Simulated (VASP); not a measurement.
Input:

```xyz
2
Lattice="1.4386 -2.4918 0.0000 1.4386 2.4918 0.0000 0.0000 0.0000 2.8087" Properties=species:S:1:pos:R:3 pbc="T T T"
W      0.0000     0.0000     2.8087
C      1.4386     0.8306     1.4044
```

Level of theory: LDA (Ceperley-Alder, Perdew-Zunger), VASP's LDA PAW potentials (set 64) (plane waves; VASP). Settings: 620 eV cut-off, 15×15×13 Γ-centred mesh, first-order Methfessel-Paxton smearing of 0.10 eV, potentials W_sv C.

Q: The ions, cell shape and volume at an external pressure of 10.0 GPa are relaxed. What does this cell relax into?

A: 
```xyz
2
Lattice="1.4328 -2.4817 0.0000 1.4328 2.4817 0.0000 0.0000 0.0000 2.7999" Properties=species:S:1:pos:R:3 pbc="T T T"
W      0.0000     0.0000     0.0000
C      1.4328     0.8272     1.3999
```
Space group P-6m2 (187), at a tolerance of 0.03 Å.

Q: How do energy and volume change from the first to the last step?

A: The energy (σ→0) changes by +5.3 meV/atom and the volume by -1.1 %, in 7 ionic steps.

| step | E(σ→0) (eV) | max force (eV/Å) | pressure (GPa) | volume (Å³) |
|---|---|---|---|---|
| 1 | -24.6988 | 0.000 | 5.05 | 20.14 |
| 2 | -24.6113 | 0.000 | 27.32 | 19.24 |
| 3 | -24.6888 | 0.000 | 9.93 | 19.92 |
| 4 | -24.6885 | 0.000 | 9.96 | 19.92 |
| 5 | -24.6883 | 0.000 | 10.06 | 19.91 |
| 6 | -24.6880 | 0.000 | 10.17 | 19.91 |
| 7 | -24.6882 | 0.000 | 10.13 | 19.91 |

The compound is WC in the wc structure. This run relaxes it under an external pressure of 10 GPa. Symmetry was kept, so distortions that lower it aren't found.
